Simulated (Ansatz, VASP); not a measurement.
# NaY3S3: VASP beside Ansatz

```
CELL_PARAMETERS angstrom
5.63199 0.00000 0.00000
0.00000 5.63199 0.00000
0.00000 0.00000 5.63199
ATOMIC_POSITIONS crystal
Na 0.50000 0.50000 0.50000
Y 0.50000 0.50000 0.00000
Y 0.00000 0.50000 0.50000
Y 0.50000 0.00000 0.50000
S 0.50000 0.00000 0.00000
S 0.00000 0.50000 0.00000
S 0.00000 0.00000 0.50000
```

Change from the starting cell: species swapped into the Ce3GaBr3 type (Pm-3m, No. 221).

Alike in both runs: functional PBE; k mesh 4 × 4 × 4; occupations gaussian, width 0.1 eV; no spin polarisation.

Ansatz relaxed the structure, and its values are those at the end. VASP's run is a single point on that final structure, the one shown.

```csv
,VASP,Ansatz
version,VASP 6.6.1,Ansatz 0.2.0
potentials or method,"VASP PAW PBE potentials, release 64 (Na_pv, Y_sv, S)","scalar-relativistic, plane waves, PAW"
plane-wave cutoff (eV),520,420
valence electrons in the cell,58,60
```

```csv
,VASP,Ansatz,Ansatz less VASP
gap on the k mesh at the Fermi level (eV),none,none,-
pressure (GPa),0.0,0.1,+0.04
```

A gap of «none» marks a metal or a gap that the smearing closes. The two sets of potentials don't hold the same shells in valence.
